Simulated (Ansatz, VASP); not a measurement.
One calculation of CsMo3P, two programs

INCAR

```
SYSTEM = CsMo3P
ALGO = Normal
EDIFF = 1E-7
ENCUT = 520
GGA = PE
ISIF = 2
ISMEAR = 0
LASPH = .True.
LCHARG = .True.
LELF = .True.
LREAL = .False.
LVHAR = .True.
LWAVE = .False.
NBANDS = 36
NELM = 80
PREC = Accurate
SIGMA = 0.1
```

Contents of KPOINTS:

```
k-points
0
Gamma
  4 4 4
  0 0 0
```

File POSCAR:

```
CsMo3P
1.0
    4.1286114100      0.0000000000      0.0000000000
    0.0000000000      4.1331090800      0.0000000000
    0.0000000000      0.0000000000      7.3082997700
Cs Mo P
1 3 1
Direct
    0.0000000000      0.5000000000      0.0000000000
    0.5000000000      0.0000000000      0.0000000000
    0.0000000000      0.0000000000      0.3457314600
    0.0000000000      0.0000000000      0.6542685400
    0.0000000000      0.5000000000      0.5000000000
```

Input for Ansatz:

```yaml
crystal:
  lattice:
    - [4.12861141, 0.0, 0.0]
    - [0.0, 4.13310908, 0.0]
    - [0.0, 0.0, 7.30829977]
  atoms:
    - { symbol: Cs, position: [0.0, 0.5, 0.0] }
    - { symbol: Mo, position: [0.5, 0.0, 0.0] }
    - { symbol: Mo, position: [0.0, 0.0, 0.34573146] }
    - { symbol: Mo, position: [0.0, 0.0, 0.65426854] }
    - { symbol: P, position: [0.0, 0.5, 0.5] }
basis:
  ecutwfc: 420
kpoints:
  mp_grid: { grid: [4, 4, 4] }
hamiltonian:
  xc: pbe
scf:
  occupations: { method: gaussian, width: 0.1 }
  lower_state_search: "off"
output:
  forces: true
  stress: true
  eigenvalues: true
```

Alike in both runs: task single point; functional PBE; k mesh 4 × 4 × 4; occupations gaussian, width 0.1 eV; no spin polarisation.

```csv
,VASP,Ansatz
version,VASP 6.6.1,Ansatz 0.2.0
potentials or method,"VASP PAW PBE potentials, release 64 (Cs_sv, Mo_sv, P)","scalar-relativistic, plane waves, PAW"
plane-wave cutoff (eV),520,420
valence electrons in the cell,56,56
```

Ansatz gave:

```
gap on the k mesh at the Fermi level (eV)       : none
pressure (GPa)                                  : -0.8
largest component of the traceless stress (GPa) : 11.01
rms of the force components (eV/Å)              : 0.990
```

Task: What did VASP give for the same quantities?

Result: gap on the k mesh at the Fermi level (eV): none; pressure (GPa): -0.1; largest component of the traceless stress (GPa): 11.07; rms of the force components (eV/Å): 1.036.

Atom by atom the forces differ by 0.045 eV/Å (rms over components). A gap of «none» marks a metal or a gap that the smearing closes. The functional is the same, so the differences come from potentials, cutoffs and numerics.

Caveats: the k mesh is coarse (spacing up to 0.38 Å⁻¹), so the values aren't converged; forces of over 1 eV/Å show positions far from the minimum, so gaps and moduli don't describe the material at rest. Spin-orbit coupling is left out, which matters for the levels of Cs.
